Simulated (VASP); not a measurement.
All values below come from PBEsol GGA, VASP's PBE PAW potentials (set 64) (plane waves; VASP 6.6.1).

VASP ran on this input.

### INCAR
```
SYSTEM = TiGe2
PREC = Accurate
ENCUT = 400
EDIFF = 1E-6
NELM = 100
ALGO = Normal
LREAL = .FALSE.
LASPH = .TRUE.
ISMEAR = 1
SIGMA = 0.1
GGA = PS
LMAXMIX = 4
LWAVE = .FALSE.
LCHARG = .FALSE.
IBRION = 2
ISIF = 3
NSW = 60
EDIFFG = -0.02
```

KPOINTS:
```
Automatic mesh
0
Gamma
7 7 7
0 0 0
```

POSCAR:
```
TiGe2
1
    0.0000000000     4.3555778937     4.2647992403
    2.5004447690     0.0000000000     4.2647992403
    2.5004447690     4.3555778937     0.0000000000
Ti Ge
2 4
Direct
  0.0000000000   0.0000000000   0.0000000000
  0.2500000000   0.2500000000   0.2500000000
  0.6685816633   0.6685816633   0.3314183367
  0.3314183367   0.3314183367   0.6685816633
  0.5814183367   0.5814183367   0.9185816633
  0.9185816633   0.9185816633   0.5814183367
```

POTCAR, in this order: Ti_sv Ge_d (PBE.64 set). Program: vasp_std.

Output of the run:

OSZICAR:
```
       N       E                     dE             d eps       ncg     rms          rms(c)
DAV:   1     0.843426225548E+03    0.84343E+03   -0.31739E+04  7376   0.384E+03
DAV:   2     0.120387300966E+03   -0.72304E+03   -0.69993E+03  6144   0.901E+02
DAV:   3    -0.290516716264E+02   -0.14944E+03   -0.14510E+03  7344   0.244E+02
DAV:   4    -0.427004389357E+02   -0.13649E+02   -0.13376E+02  8408   0.748E+01
DAV:   5    -0.433352696880E+02   -0.63483E+00   -0.63383E+00  8232   0.155E+01    0.167E+01
DAV:   6    -0.404456020582E+02    0.28897E+01   -0.33386E+01  8800   0.285E+01    0.660E+00
DAV:   7    -0.396214359349E+02    0.82417E+00   -0.86143E+00  7648   0.170E+01    0.408E+00
DAV:   8    -0.395105718701E+02    0.11086E+00   -0.94342E-01  7104   0.609E+00    0.842E-01
DAV:   9    -0.395070529938E+02    0.35189E-02   -0.13435E-01  8040   0.318E+00    0.483E-01
DAV:  10    -0.395077772249E+02   -0.72423E-03   -0.75115E-03  7888   0.613E-01    0.220E-01
DAV:  11    -0.395078448853E+02   -0.67660E-04   -0.18235E-03  8232   0.260E-01    0.782E-02
DAV:  12    -0.395078273387E+02    0.17547E-04   -0.32997E-04  7920   0.136E-01    0.115E-02
DAV:  13    -0.395078255438E+02    0.17949E-05   -0.12917E-05  6752   0.303E-02    0.624E-03
DAV:  14    -0.395078257649E+02   -0.22117E-06   -0.17903E-06  5512   0.108E-02
   1 F= -.39507826E+02 E0= -.39507324E+02  d E =-.395078E+02
       N       E                     dE             d eps       ncg     rms          rms(c)
DAV:   1    -0.395402487246E+02   -0.32423E-01   -0.66035E-01  7456   0.793E+00    0.118E+00
DAV:   2    -0.395187213585E+02    0.21527E-01   -0.92954E-02  7648   0.349E+00    0.583E-01
DAV:   3    -0.395115930919E+02    0.71283E-02   -0.17861E-02  8064   0.120E+00    0.339E-01
DAV:   4    -0.395091785635E+02    0.24145E-02   -0.88053E-03  9368   0.704E-01    0.115E-01
DAV:   5    -0.395092459640E+02   -0.67401E-04   -0.21907E-03  8064   0.441E-01    0.770E-02
DAV:   6    -0.395092524620E+02   -0.64980E-05   -0.81244E-05 10424   0.943E-02    0.293E-02
DAV:   7    -0.395092512369E+02    0.12251E-05   -0.47183E-05  8384   0.695E-02    0.507E-03
DAV:   8    -0.395092517701E+02   -0.53319E-06   -0.26319E-06  5032   0.180E-02
   2 F= -.39509252E+02 E0= -.39508970E+02  d E =-.142601E-02
       N       E                     dE             d eps       ncg     rms          rms(c)
DAV:   1    -0.395096753783E+02   -0.42414E-03   -0.84904E-03  7472   0.907E-01    0.135E-01
DAV:   2    -0.395093966543E+02    0.27872E-03   -0.12133E-03  7664   0.411E-01    0.663E-02
DAV:   3    -0.395093067438E+02    0.89911E-04   -0.24502E-04  8104   0.141E-01    0.390E-02
DAV:   4    -0.395092735551E+02    0.33189E-04   -0.11432E-04  9592   0.814E-02    0.129E-02
DAV:   5    -0.395092735053E+02    0.49820E-07   -0.28783E-05  7896   0.504E-02    0.868E-03
DAV:   6    -0.395092728742E+02    0.63107E-06   -0.70112E-07  4424   0.108E-02
   3 F= -.39509273E+02 E0= -.39508971E+02  d E =-.144711E-02
```

OUTCAR:
```
------------------------ aborting loop because EDIFF is reached ----------------------------------------
  FORCE on cell =-STRESS in cart. coord.  units (eV):
  Direction    XX          YY          ZZ          XY          YZ          ZX
  --------------------------------------------------------------------------------------
  Total       -0.0608398      0.0765930     -0.0155822      0.0000000      0.0000000      0.0000000
  in kB       -1.0533429      1.3260848     -0.2697814      0.0000000      0.0000000      0.0000000
  external PRESSURE =       0.0009868 kB  Pullay stress =       0.0000000 kB
  volume of cell :       92.54
      direct lattice vectors                 reciprocal lattice vectors
     0.000000000  4.362288762  4.247190937    -0.200210971  0.114618731  0.117724870
     2.497365636  0.000000000  4.247190937     0.200210971 -0.114618731  0.117724870
     2.497365636  4.362288762  0.000000000     0.200210971  0.114618731 -0.117724870
 POSITION                                       TOTAL-FORCE (eV/Angst)
 -----------------------------------------------------------------------------------
      0.00000      0.00000      0.00000         0.000000      0.000000      0.000000
      1.24868      2.18114      2.12360        -0.000000      0.000000     -0.000000
      2.49737      4.36229      5.67989         0.000000     -0.000000      0.001759
      2.49737      4.36229      2.81449         0.000000     -0.000000     -0.001759
      3.74605      6.54343      4.93809        -0.000000      0.000000     -0.001759
      3.74605      6.54343      7.80348        -0.000000      0.000000      0.001759
 -----------------------------------------------------------------------------------
    total drift:                                0.000000      0.000000      0.000000
  FREE ENERGIE OF THE ION-ELECTRON SYSTEM (eV)
  ---------------------------------------------------
  free  energy   TOTEN  =       -39.5092728742 eV

  energy  without entropy=      -39.5083667286  energy(sigma->0) =      -39.50897083

 reached required accuracy - stopping structural energy minimisation
```
(Selected blocks of OUTCAR.)

CONTCAR:
```
TiGe2
   1.00000000000000
     0.0000000000000000    4.3622887617615005    4.2471909367675025
     2.4973656360689538    0.0000000000000000    4.2471909367675025
     2.4973656360689538    4.3622887617615005    0.0000000000000000
  Ti              Ge
     2     4
Direct
     0.0000000000000000    0.0000000000000000    0.0000000000000000
     0.2500000000000000    0.2500000000000000    0.2500000000000000
     0.6686641996172734    0.6686641996172734    0.3313358003827266
     0.3313358003827266    0.3313358003827266    0.6686641996172734
     0.5813358003827266    0.5813358003827266    0.9186641996172734
     0.9186641996172734    0.9186641996172734    0.5813358003827266
```

The structure comes from a measured TiGe2 entry (Fddd) of the Crystallography Open Database, whose conditions weren't checked. This run relaxes it. Symmetry was kept, so distortions that lower it aren't found. The start is the result of an earlier pass.
